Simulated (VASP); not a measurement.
# SrO: optical spectrum

What does the band structure of SrO give for its optical response? The cell is of the rock-salt type, one of the forms listed for this formula. The start is a cell from a database of measured crystal structures.

Program: VASP 6.6.1. Level of theory: PBE; plane waves and PAW (Sr_sv, O), in the first sound run; inputs show where later runs differ. Results are calculated unless marked as measured.

Report form: the programs' logs are mostly left out.

The database entry behind the starting cell differs from later determinations by our own check (about 0.5 % short), so it need not match the best structure at ambient conditions.

## Step 1: The structure

The structure is cubic, space group Fm-3m (No. 225). Conventional cell: a = 5.133 Å, b = 5.133 Å, c = 5.133 Å, α = 90.00°, β = 90.00°, γ = 90.00°. Nearest to Sr lie 6 O at 2.57 Å. Nearest to O lie 6 Sr at 2.57 Å. Farther neighbours and most contacts between anions are not listed.

Structure file:

```xyz
2
Lattice="0.0000 2.5663 2.5663 2.5663 0.0000 2.5663 2.5663 2.5663 0.0000" Properties=species:S:1:pos:R:3 pbc="T T T"
Sr    2.5663    2.5663    2.5663
O     0.0000    0.0000    0.0000
```

## Step 2: Ground state

The ground state comes first.

Input file INCAR:

```
SYSTEM = SrO
PREC = Accurate
ENCUT = 520
EDIFF = 1E-07
NELM = 100
ISMEAR = 0
SIGMA = 0.05
LREAL = .FALSE.
ALGO = Normal
GGA = PE
NBANDS = 14
LORBIT = 11
LWAVE = .FALSE.
LCHARG = .FALSE.
KPAR = 4
```

Input file POSCAR:

```
SrO
1.0
    0.0000000000      2.5663000000      2.5663000000
    2.5663000000      0.0000000000      2.5663000000
    2.5663000000      2.5663000000      0.0000000000
Sr O
1 1
Direct
    0.5000000000      0.5000000000      0.5000000000
    0.0000000000      0.0000000000      0.0000000000
```

Input file KPOINTS:

```
Automatic mesh
0
Gamma
8 8 8
0 0 0
```

The projector-augmented-wave data sets are Sr_sv and O (PBE family, release 64).

Run with:

```console
$ mpirun -np 4 vasp_std
```

It took 6.6 s on 4 MPI ranks of Intel Xeon Platinum 8488C (Sapphire Rapids), shared host; peak memory 0.61 GiB.

The gap is read on the k-mesh alone, so it is an upper bound where the band edges lie off the mesh.

This step gave:

```
free energy (TOTEN)            : -12.04 eV
Fermi energy                   : 2.032 eV
pressure                       : 3.922 GPa
gap on the k-mesh              : 3.261 eV
least direct gap on the k-mesh : 3.346 eV
```

The cell has a gap of 3.26 eV on this mesh and a pressure of +3.9 GPa, which holds the misfit of the given cell and coordinates with this functional, and any error of cutoff, mesh and data sets. Spin-orbit coupling is left out, which can shift or reorder these edges.

## Step 3: Spectrum

LOPTICS sums the direct transitions; the mesh is finer and NBANDS larger than for the ground state.

Changes to INCAR since step 2:

```diff
@@ -10,4 +10,3 @@
 GGA = PE
-NBANDS = 14
-LORBIT = 11
+NBANDS = 24
 LWAVE = .FALSE.
@@ -15 +14,4 @@
 KPAR = 4
+LOPTICS = .TRUE.
+NEDOS = 2000
+CSHIFT = 0.15
```

POSCAR is that of step 2.

Input file KPOINTS:

```
Automatic mesh
0
Gamma
12 12 12
0 0 0
```

Run with:

```console
$ mpirun -np 4 vasp_std
```

The job ended after 18 s (4 MPI ranks; peak memory 0.96 GiB; 68 s of CPU time).

These are independent-particle spectra without excitons or local fields, and fine structure depends on the mesh and on CSHIFT.

Numbers from this step:

```
Fermi energy : 1.886 eV
pressure     : 3.921 GPa
```

Absorption under the direct gap is the tail of the CSHIFT broadening, and fine structure depends on the mesh. Table of imaginary dielectric function, xx by photon energy; read off at these points:

```tsv
photon energy (eV)	imaginary dielectric function, xx
0.00	0
0.50	0.00833
1.00	0.0176
1.50	0.0291
2.00	0.0457
2.50	0.0748
3.00	0.154
3.50	0.658
4.00	1.40
4.50	2.23
5.00	2.12
5.50	2.27
6.00	2.83
6.50	2.94
7.00	3.17
7.50	3.72
7.60	3.80
8.00	3.73
8.50	3.13
9.00	3.74
9.31	5.28
9.50	4.78
10.00	3.75
10.50	3.27
11.00	2.49
11.50	1.71
12.00	1.19
12.50	0.809
13.00	0.765
13.50	1.63
14.00	1.27
14.50	1.19
15.00	0.848
15.50	0.584
16.00	0.445
16.50	0.550
17.00	0.833
17.50	1.07
18.00	1.35
18.50	1.68
19.00	1.85
19.50	1.73
20.00	1.66
20.50	1.64
21.00	1.61
21.50	2.24
22.00	2.03
22.50	2.09
23.00	2.70
23.34	3.44
23.50	3.27
24.00	2.55
24.50	2.72
```

The real dielectric function, xx by photon energy:

```tsv
photon energy (eV)	real dielectric function, xx
0.0	3.92
0.5	3.94
1.0	3.98
1.5	4.06
2.0	4.18
2.5	4.37
3.0	4.71
3.5	5.21
4.0	4.97
4.5	4.81
5.0	4.85
5.5	4.52
6.0	4.06
6.5	4.11
7.0	3.75
7.5	3.39
8.0	2.74
8.5	2.40
9.0	3.00
9.5	0.957
10.0	0.383
10.5	-0.139
11.0	-0.149
11.5	-0.207
12.0	0.0107
12.5	0.508
13.0	1.17
13.5	1.11
14.0	0.740
14.5	0.692
15.0	0.673
15.5	0.881
16.0	1.35
16.5	1.68
17.0	2.02
17.5	2.00
18.0	1.92
18.5	1.88
19.0	1.72
19.5	1.48
20.0	1.44
20.5	1.50
21.0	1.46
21.5	1.55
22.0	1.42
22.5	1.42
23.0	1.51
23.5	0.323
24.0	-0.272
24.5	-0.278
```

## Step 4: Static response with local fields

Perturbation theory (LEPSILON) gives the dielectric tensor with local fields, and the Born charges.

Input file INCAR:

```
SYSTEM = SrO
PREC = Accurate
ENCUT = 520
EDIFF = 1E-08
NELM = 100
ISMEAR = 0
SIGMA = 0.01
LREAL = .FALSE.
ALGO = Normal
GGA = PE
NBANDS = 14
LWAVE = .FALSE.
LCHARG = .FALSE.
KPAR = 4
LEPSILON = .TRUE.
```

POSCAR is that of step 3.

KPOINTS is that of step 3.

Run with:

```console
$ mpirun -np 4 vasp_std
```

Elapsed: 3 min, on 4 MPI ranks; peak memory 1.4 GiB; 12 min of CPU time.

Energies printed during the response cycles are not total energies of the cell.

This step gave:

```
Fermi energy : 1.814 eV
```

Electronic dielectric tensor with local fields:

```
3.82 0.00 0.00
0.00 3.82 0.00
0.00 0.00 3.82
```

Born effective charge (e), principal values of the symmetric part by kind of site:

```tsv
atom	atoms with these values	low	middle	high	mean
Sr1	1	2.46	2.46	2.46	2.46
O2	1	-2.46	-2.46	-2.46	-2.46
```

In full for O2:

```
-2.46  0.00  0.00
 0.00 -2.46  0.00
 0.00  0.00 -2.46
```

The mean electronic (clamped-ion) dielectric constant is 3.82.

## Step 5: Spectrum at LDA

This step: LDA; plane waves and PAW (Sr_sv, O) (VASP 6.6.1).

The spectrum is made again with LDA.

Input file INCAR:

```
SYSTEM = SrO
PREC = Accurate
ENCUT = 520
EDIFF = 1E-07
NELM = 100
ISMEAR = 0
SIGMA = 0.05
LREAL = .FALSE.
ALGO = Normal
GGA = CA
NBANDS = 24
LWAVE = .FALSE.
LCHARG = .FALSE.
KPAR = 4
LOPTICS = .TRUE.
NEDOS = 2000
CSHIFT = 0.15
```

POSCAR is that of step 4.

KPOINTS is that of step 4.

Run with:

```console
$ mpirun -np 4 vasp_std
```

Run time: 16 s. Hardware: 4 MPI ranks; peak memory 0.88 GiB.

The PAW data sets were made with PBE, though LDA sets exist; this is a small mismatch.

This step gave:

| Item | Value |
| --- | --- |
| free energy (TOTEN) | -13.45 eV |
| Fermi energy | 1.475 eV |
| pressure | -3.063 GPa |
| gap on the k-mesh | 3.095 eV |
| least direct gap on the k-mesh | 3.175 eV |

The imaginary dielectric function, xx has structure finer than the step of the table below, so its rows give means over 1 eV, whole bins alone (the curve runs from 0 to 25.0 eV). Peaks (eV: height): 7.4: 3.89, 9.3: 5.33, 13.2: 1.79, 23.1: 3.35.

Absorption under the direct gap is the tail of the CSHIFT broadening, and fine structure depends on the mesh. The imaginary dielectric function, xx by photon energy; means over each step:

photon energy (eV), imaginary dielectric function, xx and a bar:
```
        1       0.02 
        2       0.06 
        3       0.37 ###
        4       1.59 ############
        5       2.25 #################
        6       2.84 #####################
        7       3.38 #########################
        8       3.46 ##########################
        9       3.99 ##############################
       10       3.78 ############################
       11       2.46 ##################
       12       1.30 ##########
       13       1.31 ##########
       14       1.33 ##########
       15       0.78 ######
       16       0.48 ###
       17       1.05 ########
       18       1.57 ############
       19       1.77 #############
       20       1.64 ############
       21       1.80 #############
       22       2.09 ################
       23       2.98 ######################
       24       2.57 ###################
```

Real dielectric function, xx against photon energy:

```tsv
photon energy (eV)	real dielectric function, xx
0	4.06
1	4.12
2	4.35
3	5.04
4	5.13
5	4.63
6	3.92
7	3.63
8	2.53
9	3.11
10	0.392
11	-0.0343
12	0.0887
13	1.49
14	0.803
15	0.754
16	1.41
17	2.14
18	1.91
19	1.33
20	1.30
21	1.65
22	1.42
23	1.08
24	0.0377
```

## Step 6: Results

- PBE, independent particles: eps xx at zero frequency 3.92, centre of weight of eps2 xx, over the range kept, at 13.48 eV, mesh 12×12×12
- LDA, independent particles: eps xx at zero frequency 4.06, centre of weight of eps2 xx, over the range kept, at 13.31 eV, mesh 12×12×12
- PBE, with local fields: eps 3.82, 3.82, 3.82

In words: Local fields, and the bands above those summed, take the mean static value from 3.92 to 3.82. Excitons and quasiparticle shifts are absent, so the onset can't be set against measurement and its shape can differ. Spin-orbit coupling is left out; with Sr in the cell it can split or shift band edges, by an amount that depends on which atoms form them and isn't tested here. The given cell is kept, although it stands at +3.9 GPa at PBE and ENCUT = 520 eV, which holds the mismatch of the given cell with this functional and any basis-set error.

[Lines on the potential files, build, host, timing and source positions are cut from VASP's logs without a mark.]

[Logs are printed without paths, hosts, clocks, repeated set-up lines and the standing remarks that a program may print on its own settings, such as how far it seeks lower states.]

[Hosts, paths, dates, database ids (printed as entryN), source tags and the programs' standing remarks are cut or masked in the printed files.]
